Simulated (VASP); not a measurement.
## Cd2S under changes of volume

One of the cells (24.794 Å³/atom); the others are scaled copies at fixed shape and fractional positions:

```
CELL_PARAMETERS angstrom
3.85128 0.00000 0.00000
-1.92564 3.33530 0.00000
0.00000 0.00000 5.79063
ATOMIC_POSITIONS crystal
Cd 0.33333 0.66667 0.93365
Cd 0.66667 0.33333 0.58205
S 0.33333 0.66667 0.36145
```

The cell comes from a database or a generator and needn't be the stable form of this composition.

* Program: VASP 6.6.1
* Functional: PBE
* Dispersion: D3(BJ)
* Potentials or basis: VASP PAW PBE potentials, release 64 (Cd, S)
* Cutoff: 520 eV
* k mesh: 8 × 8 × 4
* Occupations: gaussian, width 0.02 eV
* Spin: no spin polarisation

```csv
volume (Å³/atom),energy over the lowest point (meV/atom),pressure (GPa),gap on the mesh (eV),largest force (eV/Å)
23.802,7.32,2.4,0.43,0.173
24.298,1.89,1.1,0.40,0.081
24.794,0.00,0.1,0.36,0.005
25.290,1.28,-0.9,0.33,0.084
25.786,?,?,?,?
```

Problem. What does the run at 25.786 Å³/atom give?

Solution. Energy over the lowest point 5.36 meV/atom; pressure -1.8 GPa; gap on the mesh 0.30 eV; largest force 0.159 eV/Å.

Worked out: A Birch-Murnaghan fit of order 2 (a polynomial in V^(-2/3)) to the other rows has its minimum at 24.83 Å³/atom with B0 = V·E''(V) = 51 GPa at fixed shape and positions, which overstates the stiffness. It gives 5.45 meV/atom at 25.786 Å³/atom, against the run's 5.36, and -dE/dV = -1.8 GPa, against -1.8. A straight line through the other rows of the gap, of slope -1.68 eV per unit of ln V, extrapolates to 0.30 eV, against the run's 0.30.

Energies are extrapolated to zero smearing.

A mesh can miss the band edges. Spin-orbit coupling on Cd is left out.
